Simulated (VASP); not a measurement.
Level of theory: LDA (Ceperley-Alder, Perdew-Zunger), VASP's LDA PAW potentials (set 64) (plane waves; VASP).

The input files of a VASP run:

### KPOINTS
```
Automatic mesh
0
Gamma
4 4 4
0.5 0.5 0.5
```

### INCAR
```
! general
SYSTEM = MgB2
PREC   = Accurate
ENCUT  = 280   ! plane-wave cut-off (eV)
LREAL  = .FALSE.   ! projection in real space or not
LASPH  = .TRUE.   ! aspherical one-centre terms

! electronic loop
EDIFF  = 1E-6   ! SCF stop (eV)
NELM   = 100
ALGO   = Normal   ! blocked Davidson

! smearing
ISMEAR = -1   ! Fermi-Dirac
SIGMA  = 0.1   ! width (eV)

! ions
ISIF   = 2   ! forces and stress, cell fixed

! output
LWAVE  = .FALSE.
LCHARG = .FALSE.
```

**POSCAR**
```
MgB2
1
    3.0128370000     0.0000000000     0.0000000000
   -1.5064190000     2.6091930000     0.0000000000
    0.0000000000     0.0000000000     3.4634800000
Mg B
1 2
Direct
  0.0000000000   0.0000000000   0.0000000000
  0.6666670000   0.3333330000   0.5000000000
  0.3333330000   0.6666670000   0.5000000000
```

POTCAR, in this order: Mg B (LDA.64 set). Program: vasp_std.

At this cut-off the stress carries a Pulay error, which pulls relaxed volumes low. Gaps are read on the run's mesh, which can miss a band edge.

Estimate the energy per atom (σ→0), band gap (on the k-mesh).

| Property | Result |
|---|---|
| energy per atom (σ→0) | -5.742 eV/atom |
| band gap (on the k-mesh) | none (metal, semimetal or under 0.01 eV) |

OSZICAR:
```
...
DAV:   7    -0.172722925727E+02    0.26515E+00   -0.16567E+00   248   0.694E+00    0.890E-01
DAV:   8    -0.172510804093E+02    0.21212E-01   -0.22877E-01   208   0.274E+00    0.530E-01
DAV:   9    -0.172424799743E+02    0.86004E-02   -0.15255E-02   216   0.746E-01    0.931E-02
DAV:  10    -0.172420604412E+02    0.41953E-03   -0.20293E-03   232   0.269E-01    0.216E-02
DAV:  11    -0.172420631973E+02   -0.27561E-05   -0.51586E-05   224   0.533E-02    0.886E-03
DAV:  12    -0.172420583087E+02    0.48886E-05   -0.19686E-05   240   0.234E-02    0.747E-04
DAV:  13    -0.172420583146E+02   -0.59850E-08   -0.18135E-07   120   0.382E-03
   1 F= -.17242058E+02 E0= -.17227410E+02  d E =-.292970E-01
```

The structure comes from a computed database's MgB2 entry; how it stands against other phases isn't given here. The cell was not relaxed at this level. The k-mesh is coarse (spacing up to 0.60 per Å, 2π included), so the numbers may not be converged in it. The run is one of a series of settings (ENCUT = 280, GGA removed, KPOINTS 4×4×4 Γ-centred mesh shifted by (0.5, 0.5, 0.5), POTCAR Mg B (LDA.64 set) against the base run), some of them coarse on purpose.
